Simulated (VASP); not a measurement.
# A VASP study of BaTiO3 (r2SCAN): structure first, properties next

What structure does BaTiO3 take at this level, and what are its properties? The steps: relaxing cell and atoms (r2SCAN), density, ELF and potential (r2SCAN), band structure (r2SCAN), total and projected DOS (r2SCAN), zone-centre phonons (r2SCAN), independent-particle dielectric function (r2SCAN), field gradients at the nuclei (r2SCAN) and ionic relaxation at fixed cell (r2SCAN) with a changed input. The start is a cell from a database of measured crystal structures.

Program: VASP 6.6.1. Level of theory: r2SCAN; plane waves and PAW (Ba_sv, Ti_sv, O). Results are calculated unless marked as measured.

**1. Starting point**

Before any relaxation, the start is as follows. Symmetry: Pm-3m, No. 221, cubic system. The conventional cell has a = 4.006 Å, b = 4.006 Å, c = 4.006 Å, α = 90.00°, β = 90.00°, γ = 90.00°. Nearest to Ba lie 12 O at 2.83 Å. Nearest to Ti lie 6 O at 2.00 Å. Nearest to O lie 2 Ti at 2.00 Å and 4 Ba at 2.83 Å. Farther neighbours and most contacts between anions are not listed.

Structure file:

```cif
data_structure
_symmetry_space_group_name_H-M 'P 1'
_symmetry_Int_Tables_number 1
_cell_length_a 4.0060
_cell_length_b 4.0060
_cell_length_c 4.0060
_cell_angle_alpha 90.000
_cell_angle_beta 90.000
_cell_angle_gamma 90.000
_cell_volume 64.29
loop_
_atom_site_label
_atom_site_type_symbol
_atom_site_fract_x
_atom_site_fract_y
_atom_site_fract_z
_atom_site_occupancy
Ba1 Ba 0.50000 0.50000 0.50000 1
Ti2 Ti 0.00000 0.00000 0.00000 1
O3 O 0.50000 0.00000 0.00000 1
O4 O 0.00000 0.50000 0.00000 1
O5 O 0.00000 0.00000 0.50000 1
```

**2. Relaxing cell and atoms (r2SCAN)**

The start need not lie at this functional's minimum. ISIF = 3 frees volume, shape and positions, and EDIFFG sets the threshold on forces and stress at which the search stops. r2SCAN adds the kinetic-energy density, costs more than a GGA and is run with LASPH.

The input, INCAR:

```
SYSTEM = BaTiO3
PREC = Accurate
ENCUT = 520
EDIFF = 1E-06
NELM = 100
ISMEAR = 0
SIGMA = 0.05
LREAL = .FALSE.
ALGO = Normal
METAGGA = R2SCAN
LASPH = .TRUE.
NBANDS = 26
LORBIT = 11
LWAVE = .FALSE.
LCHARG = .FALSE.
KPAR = 4
IBRION = 2
NSW = 60
ISIF = 3
EDIFFG = -0.01
```

The input, POSCAR:

```
BaTiO3
1.0
    4.0060000000      0.0000000000      0.0000000000
    0.0000000000      4.0060000000      0.0000000000
    0.0000000000      0.0000000000      4.0060000000
Ba Ti O
1 1 3
Direct
    0.5000000000      0.5000000000      0.5000000000
    0.0000000000      0.0000000000      0.0000000000
    0.5000000000      0.0000000000      0.0000000000
    0.0000000000      0.5000000000      0.0000000000
    0.0000000000      0.0000000000      0.5000000000
```

The input, KPOINTS:

```
Automatic mesh
0
Gamma
5 5 5
0 0 0
```

The projector-augmented-wave data sets are Ba_sv, Ti_sv and O (PBE family, release 64).

Run with:

```bash
mpirun -np 4 vasp_std
```

Output:

```text
[banner, memory and clock lines left out]
running    4 mpi-ranks, on    1 nodes
 distrk:  each k-point on    1 cores,    4 groups
 distr:  one band on    1 cores,    1 groups

 POSCAR found type information on POSCAR BaTiO
 POSCAR found :  3 types and       5 ions
|                                                                             |
|               ----> ADVICE to this user running VASP <----                  |
|                                                                             |
|     You enforced a specific xc type in the INCAR file but a different       |
|     [... a line on the potential file left out ...]
|     I HOPE YOU KNOW WHAT YOU ARE DOING!                                     |
|                                                                             |

 LDA part: xc-table for (None), standard interpolation
 POSCAR, INCAR and KPOINTS ok, starting setup
 FFT: planning ... GRIDC
 FFT: planning ... GRID_SOFT
 FFT: planning ... GRID
 WAVECAR not read
 entering main loop
       N       E                     dE             d eps       ncg     rms          rms(c)
DAV:   1     0.413850313097E+03    0.41385E+03   -0.21076E+04   520   0.166E+03
DAV:   2    -0.530847564118E+02   -0.46694E+03   -0.45304E+03   618   0.456E+02
DAV:   3    -0.952301622326E+02   -0.42145E+02   -0.41901E+02   626   0.144E+02
DAV:   4    -0.972560126873E+02   -0.20259E+01   -0.20226E+01   800   0.290E+01
DAV:   5    -0.972975676394E+02   -0.41555E-01   -0.41535E-01   694   0.369E+00    0.226E+01
DAV:   6    -0.735716847099E+02    0.23726E+02   -0.44099E+01   740   0.726E+01    0.654E+00
DAV:   7    -0.741824044728E+02   -0.61072E+00   -0.41874E+00   636   0.127E+01    0.472E+00
DAV:   8    -0.742143762743E+02   -0.31972E-01   -0.46229E-01   674   0.530E+00    0.123E+00
DAV:   9    -0.742341011657E+02   -0.19725E-01   -0.64110E-02   746   0.170E+00    0.654E-01
DAV:  10    -0.742333985050E+02    0.70266E-03   -0.46933E-02   628   0.146E+00    0.237E-01
DAV:  11    -0.742327138432E+02    0.68466E-03   -0.62956E-03   732   0.603E-01    0.136E-01
DAV:  12    -0.742328567253E+02   -0.14288E-03   -0.29078E-03   730   0.477E-01    0.121E-01
DAV:  13    -0.742326328124E+02    0.22391E-03   -0.12294E-03   718   0.286E-01    0.304E-02
DAV:  14    -0.742326219288E+02    0.10884E-04   -0.65112E-05   586   0.632E-02    0.162E-02
DAV:  15    -0.742326181562E+02    0.37726E-05   -0.12596E-05   656   0.209E-02    0.116E-02
DAV:  16    -0.742326176738E+02    0.48244E-06   -0.81754E-06   606   0.305E-02
   1 F= -.74232618E+02 E0= -.74232618E+02  d E =-.742326E+02
 curvature:   0.00 expect dE= 0.000E+00 dE for cont linesearch  0.000E+00
 trial: gam= 0.00000 g(F)=  0.000E+00 g(S)=  0.504E-03 ort = 0.000E+00 (trialstep = 0.100E+01)
 search vector abs. value=  0.504E-03
 bond charge predicted
       N       E                     dE             d eps       ncg     rms          rms(c)
DAV:   1    -0.742361063923E+02   -0.34882E-02   -0.10826E-01   604   0.320E+00    0.488E-01
DAV:   2    -0.742330823340E+02    0.30241E-02   -0.11006E-02   632   0.941E-01    0.180E-01
DAV:   3    -0.742325905473E+02    0.49179E-03   -0.28116E-03   582   0.338E-01    0.350E-02
DAV:   4    -0.742326010877E+02   -0.10540E-04   -0.45921E-04   714   0.110E-01    0.359E-02
DAV:   5    -0.742326010259E+02    0.61752E-07   -0.19588E-05   710   0.382E-02    0.205E-02
DAV:   6    -0.742326127675E+02   -0.11742E-04   -0.53055E-05   810   0.348E-02    0.124E-02
DAV:   7    -0.742326113497E+02    0.14178E-05   -0.62550E-06   642   0.139E-02    0.263E-03
DAV:   8    -0.742326106589E+02    0.69077E-06   -0.77376E-07   378   0.455E-03
   2 F= -.74232611E+02 E0= -.74232611E+02  d E =0.701486E-05
 trial-energy change:    0.000007  1 .order    0.000003   -0.000504    0.000509
 step:   0.4910(harm=  0.4972)  dis= 0.00000  next Energy=   -74.232741 (dE=-0.123E-03)
 bond charge predicted
       N       E                     dE             d eps       ncg     rms          rms(c)
DAV:   1    -0.742336446666E+02   -0.10333E-02   -0.28039E-02   604   0.162E+00    0.249E-01
DAV:   2    -0.742328526557E+02    0.79201E-03   -0.28566E-03   624   0.475E-01    0.921E-02
DAV:   3    -0.742327213734E+02    0.13128E-03   -0.72075E-04   578   0.175E-01    0.173E-02
DAV:   4    -0.742327291464E+02   -0.77730E-05   -0.11668E-04   702   0.532E-02    0.169E-02
DAV:   5    -0.742327311462E+02   -0.19998E-05   -0.46399E-06   544   0.167E-02    0.102E-02
DAV:   6    -0.742327408859E+02   -0.97397E-05   -0.14622E-05   776   0.180E-02    0.610E-03
DAV:   7    -0.742327443624E+02   -0.34765E-05   -0.15952E-06   492   0.719E-03    0.136E-03
DAV:   8    -0.742327450049E+02   -0.64254E-06   -0.20136E-07   282   0.291E-03
   3 F= -.74232745E+02 E0= -.74232745E+02  d E =-.127331E-03
 curvature:  -0.25 expect dE=-0.490E-07 dE for cont linesearch -0.490E-07
 trial: gam=-0.01940 g(F)=  0.722E-65 g(S)=  0.197E-06 ort = 0.997E-05 (trialstep = 0.898E+00)
 search vector abs. value=  0.177E-09
 reached required accuracy - stopping structural energy minimisation
```

Elapsed: 32 s, on 4 MPI ranks of Intel Xeon 6975P-C (Granite Rapids), shared host; peak memory 0.76 GiB.

The logs omit lines about the potential files and the build; timing stands in the text.

From OUTCAR (step 2):

```text
ion  position               nearest neighbor table
   1  0.500  0.500  0.500-   3 2.83   4 2.83   5 2.83   3 2.83   4 2.83   3 2.83   5 2.83   3 2.83
                             4 2.83   5 2.83   4 2.83   5 2.83   2 3.47   2 3.47   2 3.47   2 3.47
   2  0.000  0.000  0.000-   3 2.00   4 2.00   5 2.00   5 2.00   4 2.00   3 2.00   1 3.47   1 3.47
                             1 3.47   1 3.47   1 3.47   1 3.47   1 3.47   1 3.47
   3  0.500  0.000  0.000-   2 2.00   2 2.00   1 2.83   1 2.83   1 2.83   1 2.83
   4  0.000  0.500  0.000-   2 2.00   2 2.00   1 2.83   1 2.83   1 2.83   1 2.83
   5  0.000  0.000  0.500-   2 2.00   2 2.00   1 2.83   1 2.83   1 2.83   1 2.83

  LATTYP: Found a simple cubic cell.
 ALAT       =     4.0060000000

 Subroutine GETGRP returns: Found 48 space group operations
 (whereof 48 operations were pure point group operations)

The static configuration has the point symmetry O_h .

 Found     10 irreducible k-points:

   k-points           NKPTS =     10   k-points in BZ     NKDIM =     10   number of bands    NBANDS=     26

   dimension x,y,z NGX =    30 NGY =   30 NGZ =   30
   dimension x,y,z NGXF=    60 NGYF=   60 NGZF=   60

   ENCUT  =  520.0 eV  38.22 Ry    6.18 a.u.   7.45  7.45  7.45*2*pi/ulx,y,z

   NELECT =      40.0000    total number of electrons

 k-points in reciprocal lattice and weights: Automatic mesh
   0.00000000  0.00000000  0.00000000       0.008
   0.20000000  0.00000000  0.00000000       0.048
   0.40000000  0.00000000  0.00000000       0.048
   0.20000000  0.20000000  0.00000000       0.096
   0.40000000  0.20000000  0.00000000       0.192
   0.40000000  0.40000000  0.00000000       0.096
   0.20000000  0.20000000  0.20000000       0.064
   0.40000000  0.20000000  0.20000000       0.192
   0.40000000  0.40000000  0.20000000       0.192
   0.40000000  0.40000000  0.40000000       0.064

 average (electrostatic) potential at core
       1 -38.0101       2 -81.7569       3 -73.3278       4 -73.3278       5 -73.3278

 E-fermi :   3.7261

 k-point     1 :       0.0000    0.0000    0.0000
  band No.  band energies     occupation
    ...
     16       2.3809      2.00000
     17       2.3809      2.00000
     18       3.3375      2.00000
     19       3.3375      2.00000
     20       3.3375      2.00000
     21       5.6179      0.00000
     22       5.6179      0.00000
     23       5.6179      0.00000
     24       7.6301      0.00000
     25       7.6301      0.00000
    ...

 k-point     2 :       0.2000    0.0000    0.0000
  band No.  band energies     occupation
    ...
     16       2.0289      2.00000
     17       2.0745      2.00000
     18       2.5289      2.00000
     19       3.0956      2.00000
     20       3.0956      2.00000
     21       5.6681      0.00000
     22       6.2862      0.00000
     23       6.2862      0.00000
     24       7.6330      0.00000
     25       8.5708      0.00000
    ...

 k-point     3 :       0.4000    0.0000    0.0000
  band No.  band energies     occupation
    ...
     16       1.6757      2.00000
     17       1.7098      2.00000
     18       1.7098      2.00000
     19       2.7963      2.00000
     20       2.7963      2.00000
     21       5.7524      0.00000
     22       7.1780      0.00000
     23       7.1780      0.00000
     24       7.6368      0.00000
     25       9.6069      0.00000
    ...

  Total        0.0026107      0.0026107      0.0026107      0.0000000     -0.0000000      0.0000000
  in kB        0.0649405      0.0649405      0.0649405      0.0000000     -0.0000000      0.0000000
  external PRESSURE =       0.0649405 kB  Pullay stress =       0.0000000 kB

  energy-cutoff  :      520.00
  volume of cell :       64.41
      direct lattice vectors                 reciprocal lattice vectors
     4.008503200 -0.000000000  0.000000000     0.249469677  0.000000000  0.000000000
    -0.000000000  4.008503200  0.000000000     0.000000000  0.249469677  0.000000000
    -0.000000000 -0.000000000  4.008503200    -0.000000000 -0.000000000  0.249469677

 POSITION                                       TOTAL-FORCE (eV/Angst)
 -----------------------------------------------------------------------------------
      2.00425      2.00425      2.00425         0.000000      0.000000      0.000000
      0.00000      0.00000      0.00000        -0.000000     -0.000000      0.000000
      2.00425     -0.00000      0.00000        -0.000000     -0.000000      0.000000
     -0.00000      2.00425      0.00000        -0.000000     -0.000000      0.000000
     -0.00000     -0.00000      2.00425        -0.000000      0.000000      0.000000
 -----------------------------------------------------------------------------------
    total drift:                                0.000000     -0.000000      0.000000

  FREE ENERGIE OF THE ION-ELECTRON SYSTEM (eV)
  ---------------------------------------------------
  free  energy   TOTEN  =       -74.2327450049 eV

  energy  without entropy=      -74.2327450049  energy(sigma->0) =      -74.23274500

 reached required accuracy - stopping structural energy minimisation

 total charge
# of ion       s       p       d       tot
------------------------------------------
    1        2.018   5.669   0.302   7.990
    2        2.204   6.266   1.622  10.092
    3        1.567   3.497   0.000   5.064
    4        1.567   3.497   0.000   5.064
    5        1.567   3.497   0.000   5.064
--------------------------------------------------
tot          8.924  22.426   1.925  33.275

[... 3 further parts left out ...]
```

CONTCAR:

```
BaTiO3
   1.00000000000000
     4.0085032004631351   -0.0000000000000000    0.0000000000000000
    -0.0000000000000000    4.0085032004631351    0.0000000000000000
    -0.0000000000000000   -0.0000000000000000    4.0085032004631351
  Ba              Ti              O
     1     1     3
Direct
     0.5000000000000000    0.5000000000000000    0.5000000000000000
     0.0000000000000000    0.0000000000000000    0.0000000000000000
     0.5000000000000000    0.0000000000000000    0.0000000000000000
     0.0000000000000000    0.5000000000000000    0.0000000000000000
     0.0000000000000000    0.0000000000000000    0.5000000000000000
```

The gap is read on the k-mesh alone, so it is an upper bound where the band edges lie off the mesh, and a coarse mesh can show a gap where there is none. Harder data sets than Ba_sv exist (the GW ones), and pressures, volumes and forces can shift noticeably with them. The PAW data sets were made with PBE, which is usual practice but a small mismatch for other functionals. The run keeps the 48 symmetry operations of its start, so it cannot find a distortion of lower symmetry.

Little changed from the start: no atom moved by 0.005 Å and no cell edge by 0.1 %.

A gap read on the k-mesh alone can miss the band edges.

This step gave:

- electrons: 40
- bands: 26
- irreducible k-points: 10
- symmetry operations: 48
- free energy (TOTEN): -74.2327 eV
- Fermi energy: 3.726 eV
- pressure: 0.006494 GPa
- metallic, judged on the points sampled: no
- valence top at k: 0.4, 0.4, 0.4
- conduction bottom at k: 0, 0, 0
- least direct gap at k: 0, 0, 0
- SCF cycles over all ionic steps: 32
- gap on the k-mesh: 2.238 eV
- least direct gap on the k-mesh: 2.280 eV

It ends with forces that vanish by symmetry and a pressure of 0.01 GPa. The volume lies +0.2 % from that of the database's start.

(Continued in part 2 of 5.)

[Lines on the potential files, build, host, timing and source positions are cut from VASP's logs without a mark.]

[Logs are printed without paths, hosts, clocks, repeated set-up lines and the standing remarks that a program may print on its own settings, such as how far it seeks lower states.]

[Hosts, paths, dates, database ids (printed as entryN), source tags and the programs' standing remarks are cut or masked in the printed files.]

[A measured line is paired with the nearest computed mode of its activity, which favours agreement.]

[In band tables of VASP the shares of atoms and orbitals are scaled to a sum of 1 inside the atoms' spheres.]
